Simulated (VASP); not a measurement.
CdTe (space group F-43m): the measured cell of entry 9008840 of the Crystallography Open Database is

```
CdTe
1.0
    0.00000     3.24000     3.24000
    3.24000     0.00000     3.24000
    3.24000     3.24000     0.00000
Cd Te
1 1
Direct
  0.00000   0.00000   0.00000
  0.25000   0.25000   0.25000
```

The numbers are results of PBEsol GGA, VASP's PBE PAW potentials (set 64) (plane waves; VASP), not measurements. Settings: 400 eV cut-off, 8×8×8 Γ-centred mesh, tetrahedra with Blöchl corrections, potentials Cd Te.

The calculation is for a static lattice at zero pressure; the measurement, whose temperature isn't given here, holds thermal and zero-point expansion. The entry's conditions were not checked, so it may have been measured under pressure.

Task: How far does the relaxed conventional cell lie from the measured one?

Result: 
```json
[
 {"": "a (Å)", "measured": "6.480", "computed": "6.484", "difference": "+0.1 %"},
 {"": "V (Å³/atom)", "measured": "34.01", "computed": "34.08", "difference": "+0.2 %"}
]
```

The structure comes from a measured CdTe entry (F-43m) of the Crystallography Open Database, whose conditions weren't checked. It was relaxed first. Symmetry was kept, so distortions that lower it aren't found.
